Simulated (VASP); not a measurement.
Given:

```xyz
2
Lattice="0.0000 2.6871 2.6871 2.6871 0.0000 2.6871 2.6871 2.6871 0.0000" Properties=species:S:1:pos:R:3 pbc="T T T"
Zn     0.0000     0.0000     0.0000
S      1.3436     1.3436     1.3436
```

Calculation: AM05 GGA, VASP's PBE PAW potentials (set 64) (plane waves; VASP). Run with 520 eV cut-off, 10×10×10 Γ-centred mesh, tetrahedra with Blöchl corrections, potentials Zn S.

Task: Tabulate the total density of states (states/eV per cell) against energy (eV; zero at the valence-band maximum or, without a gap, the Fermi level).

Result: 
```
E (eV) | DOS (states/eV)
    -9.94 |  0.00
    -9.70 |  0.00
    -9.58 |  0.00
    -9.34 |  0.00
    -9.10 |  0.00
    -8.98 |  0.00
    -8.74 |  0.00
    -8.50 |  0.00
    -8.38 |  0.00
    -8.14 |  0.00
    -8.02 |  0.00
    -7.78 |  0.00
    -7.54 |  0.00
    -7.42 |  0.00
    -7.18 |  0.00
    -6.94 |  0.00
    -6.82 |  0.00
    -6.58 |  0.03
    -6.34 | ############################## 20.6
    -6.22 | ################ 11.2
    -5.98 | ###################### 15.3
    -5.74 | ###### 4.37
    -5.62 | ##### 3.09
    -5.38 |  0.01
    -5.26 |  0.09
    -5.02 | # 0.51
    -4.78 | ## 1.65
    -4.66 | #### 2.95
    -4.42 | ## 1.12
    -4.18 | # 0.75
    -4.06 | # 0.62
    -3.82 | # 0.52
    -3.58 | # 0.42
    -3.46 | # 0.34
    -3.22 |  0.34
    -2.98 | ## 1.42
    -2.86 | ## 1.62
    -2.62 | ## 1.26
    -2.38 | ## 1.47
    -2.26 | ### 1.75
    -2.02 | ### 1.84
    -1.90 | ### 1.80
    -1.66 | ### 1.82
    -1.42 | ### 1.76
    -1.30 | ### 1.82
    -1.06 | ### 1.81
    -0.82 | ## 1.23
    -0.70 | # 0.99
    -0.46 | # 0.68
    -0.22 |  0.34
    -0.10 |  0.18
     0.14 |  0.00
     0.38 |  0.00
     0.50 |  0.00
     0.74 |  0.00
     0.98 |  0.00
     1.10 |  0.00
     1.34 |  0.00
     1.46 |  0.00
     1.70 |  0.00
     1.94 |  0.00
     2.06 |  0.00
     2.30 |  0.00
     2.54 |  0.01
     2.66 |  0.02
     2.90 |  0.04
     3.14 |  0.06
     3.26 |  0.08
     3.50 |  0.30
     3.74 | # 0.75
     3.86 | # 0.91
     4.10 | ## 1.17
     4.22 | ## 1.42
     4.46 | ### 2.09
     4.70 | ### 1.80
     4.82 | ## 1.52
     5.06 | # 0.97
     5.30 | # 0.77
     5.42 | # 0.75
     5.66 | # 0.83
```
Within 2 eV below the valence-band maximum the largest weight inside VASP's projection spheres is S p, then Zn d.

The compound is ZnS in the zinc blende structure. It was relaxed first.
